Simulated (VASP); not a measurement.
An input for Ansatz (written as the equivalent of a VASP run, and not itself run):

Ansatz 0.2 input:
```yaml
crystal:
  lattice:
    - [0.0000000, 2.9350000, 2.9350000]
    - [2.9350000, 0.0000000, 2.9350000]
    - [2.9350000, 2.9350000, 0.0000000]
  atoms:
    - { symbol: In, position: [0.0000000, 0.0000000, 0.0000000] }
    - { symbol: P, position: [0.2500000, 0.2500000, 0.2500000] }
kpoints:
  mp_grid: { grid: [7, 7, 7] }
hamiltonian:
  xc: r2scan
  dispersion: rvv10
  pseudopotentials: { kind: paw }
scf:
  occupations: { method: gaussian, width: 0.05 }
  max_iter: 100
relax:
  max_steps: 60
  f_tol: 0.01
  cell: {}
output: { forces: true, stress: true, eigenvalues: true }
```

### Question
Translate this input to VASP (INCAR, KPOINTS, POSCAR, choice of POTCAR).

### Answer
One answer among several that fit: 
File KPOINTS:
```
Automatic mesh
0
Gamma
7 7 7
0 0 0
```

File POSCAR:
```
InP
1
    0.0000000000     2.9350000000     2.9350000000
    2.9350000000     0.0000000000     2.9350000000
    2.9350000000     2.9350000000     0.0000000000
In P
1 1
Direct
  0.0000000000   0.0000000000   0.0000000000
  0.2500000000   0.2500000000   0.2500000000
```

**INCAR**
```
SYSTEM = InP
PREC = Accurate
ENCUT = 520
EDIFF = 1E-6
NELM = 100
ALGO = Normal
LREAL = .FALSE.
LASPH = .TRUE.
ISMEAR = 0
SIGMA = 0.05
METAGGA = R2SCAN
LUSE_VDW = .TRUE.
BPARAM = 11.95
CPARAM = 0.0093
LMIXTAU = .TRUE.
LMAXMIX = 4
LWAVE = .FALSE.
LCHARG = .FALSE.
IBRION = 2
ISIF = 3
NSW = 60
EDIFFG = -0.01
```

POTCAR, in this order: In_d P (PBE.64 set). Program: vasp_std.

The two are equivalent in intent, not identical: each code has its own PAW files, so the cut-off isn't converted (ENCUT is set for VASP's; basis.ecutwfc is left out, and Ansatz then takes the one that its files recommend); Ansatz stops its SCF on the density residual and VASP on the energy change (EDIFF).

The compound is InP in the zinc blende structure. This run relaxes it. Symmetry was kept, so distortions that lower it aren't found.
